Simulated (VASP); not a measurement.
Calculation: MS2 meta-GGA, VASP's PBE PAW potentials (set 64) (plane waves; VASP 6.6.1).

VASP ran on this input.

KPOINTS:
```
Automatic mesh
0
Gamma
6 6 6
0 0 0
```

**POSCAR**
```
Na2S
1
    0.0000000000     3.2049538586     3.2049538586
    3.2049538586     0.0000000000     3.2049538586
    3.2049538586     3.2049538586     0.0000000000
Na S
2 1
Direct
  0.2500000000   0.2500000000   0.2500000000
  0.7500000000   0.7500000000   0.7500000000
  0.0000000000   0.0000000000   0.0000000000
```

**INCAR**
```
SYSTEM = Na2S
PREC = Accurate; ENCUT = 520; LREAL = .FALSE.
LASPH = .TRUE.
EDIFF = 1E-7; NELM = 100; ALGO = Normal
LMIXTAU = .TRUE.
ISMEAR = 0; SIGMA = 0.05
METAGGA = MS2
ISIF = 2
LWAVE = .FALSE.; LCHARG = .FALSE.
```

POTCAR, in this order: Na_pv S (PBE.64 set). Program: vasp_std.

Task: What does the run give for the energy per atom (σ→0), pressure, band gap (on the k-mesh)?

Result: 
* **energy per atom (σ→0)**: -7.078 eV/atom
* **band gap (on the k-mesh)**: 3.22 eV
* **pressure**: 1.04 GPa

File OSZICAR:
```
...
DAV:  30    -0.212347657896E+02    0.24651E-05   -0.65523E-07   448   0.713E-03    0.724E-03
DAV:  31    -0.212347666174E+02   -0.82780E-06   -0.32854E-07   448   0.575E-03    0.154E-03
DAV:  32    -0.212347658594E+02    0.75799E-06   -0.30716E-08   332   0.203E-03    0.129E-03
DAV:  33    -0.212347663057E+02   -0.44631E-06   -0.58671E-08   320   0.291E-03    0.118E-03
DAV:  34    -0.212347657943E+02    0.51139E-06   -0.68357E-09   224   0.116E-03    0.300E-04
DAV:  35    -0.212347660096E+02   -0.21528E-06   -0.15495E-09   224   0.649E-04    0.109E-04
DAV:  36    -0.212347659414E+02    0.68234E-07   -0.77171E-10   224   0.374E-04
   1 F= -.21234766E+02 E0= -.21234766E+02  d E =-.486343E-13
```

The compound is Na2S in the antifluorite structure. This cell is one point of a volume scan, at 0.97 of the reference volume.
